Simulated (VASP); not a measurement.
Here is the system:

```yaml
crystal:
  lattice:
    - [4.22178, 0.00000, 0.00000]
    - [0.00000, 7.40480, 0.00000]
    - [-1.57213, 0.00000, 3.93090]
  atoms:
    - { symbol: Ag, position: [0.11389, 0.25000, 0.89597] }
    - { symbol: Ag, position: [0.88611, 0.75000, 0.10403] }
    - { symbol: Ag, position: [0.50000, 0.00000, 0.50000] }
    - { symbol: Ag, position: [0.50000, 0.50000, 0.50000] }
    - { symbol: S, position: [0.72751, 0.25000, 0.28478] }
    - { symbol: S, position: [0.27249, 0.75000, 0.71522] }
```

Computed with PBEsol GGA, VASP's PBE PAW potentials (set 64) (plane waves; VASP). Run with 300 eV cut-off, 5×3×5 Γ-centred mesh, Gaussian smearing of 0.010 eV, potentials Ag S.

Q: Give the energies of bands 19 to 32 at the high-symmetry points, in eV from the valence-band maximum.

A: 
```
band      Γ      Z      D      B      A      E     C2     Y2
----  -----  -----  -----  -----  -----  -----  -----  -----
19    -2.93  -2.97  -3.00  -3.07  -3.07  -3.05  -2.99  -3.07
20    -2.90  -2.97  -3.00  -3.06  -3.06  -3.05  -2.99  -3.03
21    -2.59  -2.74  -2.90  -2.94  -2.85  -3.02  -2.88  -2.96
22    -2.47  -2.74  -2.90  -2.94  -2.46  -3.02  -2.88  -2.93
23    -2.38  -2.66  -2.38  -2.55  -2.41  -2.27  -2.38  -2.53
24    -2.10  -2.66  -2.38  -1.81  -2.38  -2.27  -2.38  -1.84
25    -1.07  -0.43  -1.12  -1.71  -2.14  -1.29  -1.10  -1.76
26    -0.85  -0.43  -1.12  -1.22  -2.12  -1.29  -1.10  -1.18
27    -0.45  -0.18  -0.22  -0.46  -0.65  -1.23  -0.20  -0.43
28    -0.03  -0.18  -0.22   0.00  -0.43  -1.23  -0.20  -0.02
29     1.11   1.81   1.64   2.26   1.39   2.34   1.58   2.39
30     1.51   1.81   1.64   2.63   2.31   2.34   1.58   2.60
31     5.01   4.30   4.61   3.19   2.62   3.74   4.58   3.31
32     5.21   4.30   4.61   4.42   5.55   3.74   4.58   4.25
```

The gap is indirect, 1.11 eV, from the valence maximum at B to the conduction minimum at Γ.

The structure comes from a computed database's Ag2S entry; how it stands against other phases isn't given here. The cell was not relaxed at this level.
